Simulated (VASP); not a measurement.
Consider the following.

```xyz
2
Lattice="0.0000 2.7521 2.7521 2.7521 0.0000 2.7521 2.7521 2.7521 0.0000" Properties=species:S:1:pos:R:3 pbc="T T T"
Mg     0.0000     0.0000     0.0000
Se     2.7521     2.7521     2.7521
```

All values below come from PBE GGA, VASP's PBE PAW potentials (set 64) (plane waves; VASP). Run with 520 eV cut-off, Gaussian smearing of 0.050 eV, potentials Mg Se.

Task: Give the energies of bands 2 to 7 at the high-symmetry points, in eV from the valence-band maximum.

Result: 
| band | Γ | X | U | L | W |
|---|---|---|---|---|---|
| 2 | 0.00 | -4.11 | -3.63 | -4.79 | -3.19 |
| 3 | 0.00 | -1.72 | -3.22 | -0.55 | -3.19 |
| 4 | 0.00 | -1.72 | -1.38 | -0.55 | -2.47 |
| 5 | 2.40 | 1.75 | 3.00 | 3.79 | 4.43 |
| 6 | 7.42 | 4.04 | 6.25 | 6.06 | 6.87 |
| 7 | 7.42 | 11.47 | 8.81 | 6.06 | 7.53 |

The gap is indirect, 1.75 eV, from the valence maximum at Γ to the conduction minimum at X.

The compound is MgSe in the rock salt structure. It was relaxed first.
